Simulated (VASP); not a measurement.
Here is a VASP 6.6.1 calculation.

The input INCAR:

```
SYSTEM = AlSn
PREC = Accurate
ENCUT = 600
EDIFF = 1E-6
ISMEAR = -1
SIGMA = 0.05
LREAL = .False.
LASPH = .True.
NELM = 100
ALGO = Normal
ISIF = 3
LWAVE = .False.
LCHARG = .False.
GGA = PE
IBRION = 2
NSW = 100
EDIFFG = -0.005
```

The input KPOINTS:

```
regular mesh
0
Gamma
  9 9 10
  0 0 0
```

The input POSCAR:

```
AlSn
1.0
    4.3071957746      0.0000000000      0.0000000000
   -2.1535978873      3.7301409599      0.0000000000
    0.0000000000      0.0000000000      3.3927772976
Al Sn
1 1
Direct
    0.0000000000      0.0000000000      0.0000000000
    0.3333333333      0.6666666667      0.5000000000
```

Potentials or basis: VASP PAW PBE potentials, release 64 (Al, Sn_d).

The run is started by

```console
$ cat potpaw_PBE.64/Al/POTCAR potpaw_PBE.64/Sn_d/POTCAR > POTCAR
$ mpirun -np 1 vasp_std > vasp.out
```

(1) Predict the space group after relaxing (to 0.05 Å).

(2) What does it give for the band gap on the k mesh?

Answers

(1) P-6m2 (No. 187).

(2) none (metal or under the smearing width).
